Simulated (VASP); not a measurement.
Calculation: rev-vdW-DF2, VASP's PBE PAW potentials (set 64) (plane waves; VASP).

The input files of a VASP run:

INCAR:
```
# general
SYSTEM   = Gd
PREC     = Accurate
ENCUT    = 520
LREAL    = .FALSE.
LASPH    = .TRUE.

# electronic loop
EDIFF    = 1E-6
NELM     = 100
ALGO     = Normal
LMAXMIX  = 6

# smearing
ISMEAR   = 1
SIGMA    = 0.1

# functional
GGA      = MK
LUSE_VDW = .TRUE.
AGGAC    = 0.0
PARAM1   = 0.1234568
PARAM2   = 0.7114
ZAB_VDW  = -1.8867

# ions
IBRION   = 2
NSW      = 60
ISIF     = 3
EDIFFG   = -0.01

# output
LWAVE    = .FALSE.
LCHARG   = .FALSE.
```

**POSCAR**
```
Gd
1
    1.8150000000    -3.1436720000     0.0000000000
    1.8150000000     3.1436720000     0.0000000000
    0.0000000000     0.0000000000     5.7800000000
Gd
2
Direct
  0.3333330000   0.6666670000   0.2500000000
  0.6666670000   0.3333330000   0.7500000000
```

File KPOINTS:
```
kpoints
0
gamma
  10 10 6
0 0 0
```

POTCAR, in this order: Gd_3 (PBE.64 set). Program: vasp_std.

The 4f electrons are frozen in the core of the lanthanide potential, so 4f levels, which can set the real gap, and their magnetism are missing. Energy and stress use the plane-wave basis of the starting cell.

Task: Predict the energy per atom (σ→0), volume per atom, band gap (on the k-mesh).

Result: 
```json
{
 "energy per atom (σ→0)": "-2.337 eV/atom",
 "band gap (on the k-mesh)": "none (metal, semimetal or under 0.01 eV)",
 "volume_per_atom": "31.62 Å^3/atom"
}
```

**OSZICAR**
```
...
   5 F= -.46734489E+01 E0= -.46739488E+01  d E =-.108012E-03
       N       E                     dE             d eps       ncg     rms          rms(c)
DAV:   1    -0.467414594842E+01   -0.69674E-03   -0.30912E-02  1456   0.128E+00    0.113E-01
DAV:   2    -0.467369467978E+01    0.45127E-03   -0.56115E-04  1671   0.192E-01    0.758E-02
DAV:   3    -0.467350636884E+01    0.18831E-03   -0.25156E-04  1852   0.118E-01    0.351E-02
DAV:   4    -0.467350435304E+01    0.20158E-05   -0.38385E-05  1921   0.432E-02    0.197E-02
DAV:   5    -0.467350397565E+01    0.37738E-06   -0.11451E-06   916   0.830E-03
   6 F= -.46735040E+01 E0= -.46740352E+01  d E =-.163049E-03
```

The compound is Gd in the hcp structure. This run relaxes it. Symmetry was kept, so distortions that lower it aren't found.
